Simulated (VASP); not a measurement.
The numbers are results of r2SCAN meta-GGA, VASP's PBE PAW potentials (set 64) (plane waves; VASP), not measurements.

A VASP calculation is set up with these files.

**POSCAR**
```
NiSi2(110) slab
1
    3.8073433317     0.0000000000     0.0000000000
    0.0000000000     5.3843961347    -0.0000000000
   -0.0000000000    -0.0000000000    26.3510386154
Si Ni
12 6
Direct
  0.5000000000   0.2530627722   0.3190715936
  0.0000000000   0.2489384489   0.3902930623
  1.0000000000   0.7510615511   0.3902930623
  0.5000000000   0.7469372278   0.3190715936
  0.5000000000   0.2513996846   0.4639538873
  0.0000000000   0.2486003154   0.5360461127
  1.0000000000   0.7513996846   0.5360461127
  0.5000000000   0.7486003154   0.4639538873
  0.5000000000   0.2510615511   0.6097069377
  1.0000000000   0.2469372278   0.6809284064
  1.0000000000   0.7530627722   0.6809284064
  0.5000000000   0.7489384489   0.6097069377
  1.0000000000   0.0000000000   0.3206611704
  0.5000000000   0.5000000000   0.3938163623
  1.0000000000   0.0000000000   0.4634623790
  0.5000000000   0.5000000000   0.5365376210
  1.0000000000   0.0000000000   0.6061836377
  0.5000000000   0.5000000000   0.6793388296
```

INCAR:
```
SYSTEM = NiSi2(110) slab
PREC = Normal; ENCUT = 400; LREAL = Auto
LASPH = T
EDIFF = 1E-5; NELM = 100; NELMIN = 4
ALGO = Normal; LMAXMIX = 4; LMIXTAU = T
ISMEAR = 1; SIGMA = 0.1
METAGGA = R2SCAN
IBRION = 2; NSW = 120; ISIF = 2
EDIFFG = -0.03
LWAVE = T; LCHARG = F
DIPOL = 0.5 0.5 0.5
LDIPOL = T; IDIPOL = 3
```

KPOINTS:
```
Automatic mesh
0
Gamma
7 5 1
0 0 0
```

POTCAR, in this order: Si Ni (PBE.64 set). Program: vasp_std.

What will the output report for the number of irreducible k-points (NKPTS), largest plane-wave count, number of space-group operations, FFT grid (NGX, NGY, NGZ)?

The number of irreducible k-points (NKPTS) comes out as 12. The largest plane-wave count is 9842. The number of space-group operations is 8 and the FFT grid (NGX, NGY, NGZ) comes out as 20 × 28 × 140.

The cell is a thin slab with vacuum, built from NiSi2 (fluorite): (110) face. The run is not spin-polarised, so no magnetic state was tried.
